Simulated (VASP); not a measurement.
Method: r2SCAN meta-GGA, VASP's PBE PAW potentials (set 64) (plane waves; VASP 6.6.1).

Input for VASP

### KPOINTS
```
Regular mesh
0
gamma
  8 8 8
```

**INCAR**
```
# general
SYSTEM  = Al3Sc
PREC    = Accurate
ENCUT   = 480
LREAL   = F
LASPH   = T

# electronic loop
EDIFF   = 1E-7
NELM    = 100
ALGO    = Normal
LMAXMIX = 4
LMIXTAU = T

# smearing
ISMEAR  = 1
SIGMA   = 0.1

# functional
METAGGA = R2SCAN

# ions
ISIF    = 2

# output
LWAVE   = F
LCHARG  = F
```

File POSCAR:
```
Al3Sc
1
    4.0846035265     0.0000000000     0.0000000000
    0.0000000000     4.0846035265     0.0000000000
    0.0000000000     0.0000000000     4.0846035265
Sc Al
1 3
Direct
  0.0000000000   0.0000000000   0.0367232705
  0.0000000000   0.5000000000   0.5000000000
  0.5000000000   0.0000000000   0.5000000000
  0.5000000000   0.5000000000   0.0000000000
```

POTCAR, in this order: Sc_sv Al (PBE.64 set). Program: vasp_std.

Output of the run:

### OSZICAR
```
       N       E                     dE             d eps       ncg     rms          rms(c)
DAV:   1     0.985112041139E+02    0.98511E+02   -0.84229E+03  2100   0.125E+03
DAV:   2    -0.290050315977E+02   -0.12752E+03   -0.12577E+03  2118   0.373E+02
DAV:   3    -0.369265081664E+02   -0.79215E+01   -0.74246E+01  3266   0.746E+01
DAV:   4    -0.370919358738E+02   -0.16543E+00   -0.16424E+00  3016   0.110E+01
DAV:   5    -0.370957389366E+02   -0.38031E-02   -0.37924E-02  2984   0.166E+00    0.122E+01
DAV:   6    -0.334802334178E+02    0.36155E+01   -0.56203E+00  2938   0.380E+01    0.443E+00
DAV:   7    -0.331209450284E+02    0.35929E+00   -0.54746E-01  2508   0.778E+00    0.215E+00
DAV:   8    -0.333350963483E+02   -0.21415E+00   -0.66074E-01  2828   0.763E+00    0.770E-01
DAV:   9    -0.333279898469E+02    0.71065E-02   -0.12884E-01  2766   0.472E+00    0.341E-01
DAV:  10    -0.333902855634E+02   -0.62296E-01   -0.11727E-01  3028   0.423E+00    0.247E-01
DAV:  11    -0.333875948646E+02    0.26907E-02   -0.12686E-02  3350   0.169E+00    0.180E-01
DAV:  12    -0.333898550990E+02   -0.22602E-02   -0.37117E-03  2778   0.751E-01    0.373E-02
DAV:  13    -0.333900228229E+02   -0.16772E-03   -0.59861E-04  2740   0.280E-01    0.221E-02
DAV:  14    -0.333900532510E+02   -0.30428E-04   -0.13114E-04  3218   0.152E-01    0.914E-03
DAV:  15    -0.333900940881E+02   -0.40837E-04   -0.40194E-05  2604   0.882E-02    0.755E-03
DAV:  16    -0.333900869744E+02    0.71137E-05   -0.21375E-05  3378   0.688E-02    0.508E-03
DAV:  17    -0.333900949689E+02   -0.79945E-05   -0.11127E-05  2674   0.466E-02    0.165E-03
DAV:  18    -0.333900951400E+02   -0.17108E-06   -0.31238E-07  2566   0.622E-03    0.961E-04
DAV:  19    -0.333900956304E+02   -0.49041E-06   -0.28828E-07  2260   0.697E-03    0.615E-04
DAV:  20    -0.333900956269E+02    0.35482E-08   -0.13257E-08  1302   0.186E-03
   1 F= -.33390096E+02 E0= -.33389684E+02  d E =-.123370E-02
```

OUTCAR:
```
------------------------ aborting loop because EDIFF is reached ----------------------------------------
  FORCE on cell =-STRESS in cart. coord.  units (eV):
  Direction    XX          YY          ZZ          XY          YZ          ZX
  --------------------------------------------------------------------------------------
  Total        0.2744565      0.2744565      0.2810820      0.0000000      0.0000000      0.0000000
  in kB        6.4525936      6.4525936      6.6083633      0.0000000      0.0000000      0.0000000
  external PRESSURE =       6.5045168 kB  Pullay stress =       0.0000000 kB
  volume of cell :       68.15
      direct lattice vectors                 reciprocal lattice vectors
     4.084603526  0.000000000  0.000000000     0.244821803  0.000000000  0.000000000
     0.000000000  4.084603526  0.000000000     0.000000000  0.244821803  0.000000000
     0.000000000  0.000000000  4.084603526     0.000000000  0.000000000  0.244821803
 POSITION                                       TOTAL-FORCE (eV/Angst)
 -----------------------------------------------------------------------------------
      0.00000      0.00000      0.15000         0.000000      0.000000     -1.595327
      0.00000      2.04230      2.04230         0.000000      0.000000      0.707922
      2.04230      0.00000      2.04230         0.000000      0.000000      0.707922
      2.04230      2.04230      0.00000        -0.000000     -0.000000      0.179484
 -----------------------------------------------------------------------------------
    total drift:                               -0.000000     -0.000000      0.002428
  FREE ENERGIE OF THE ION-ELECTRON SYSTEM (eV)
  ---------------------------------------------------
  free  energy   TOTEN  =       -33.3900956269 eV

  energy  without entropy=      -33.3888619244  energy(sigma->0) =      -33.38968439
```
(Selected blocks of OUTCAR.)

The compound is Al3Sc in the L1_2 structure. This cell was strained or had an atom moved on purpose.
